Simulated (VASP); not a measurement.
Given:

```
MgS
1.0
    0.00000     2.63547     2.63547
    2.63547     0.00000     2.63547
    2.63547     2.63547     0.00000
Mg S
1 1
Cartesian
  0.00000   0.00000   0.00000
  2.63547   2.63547   2.63547
```

The numbers are results of RPBE GGA, VASP's PBE PAW potentials (set 64) (plane waves; VASP), not measurements. Run with 520 eV cut-off, 9×9×9 Γ-centred mesh, Gaussian smearing of 0.050 eV, potentials Mg S.

Q: What does the run give for the energy per atom (σ→0)?

A: 
- energy per atom (σ→0): -3.988 eV/atom

Only differences to runs with the same potentials and settings are physical.

The compound is MgS in the rock salt structure. It was relaxed first.
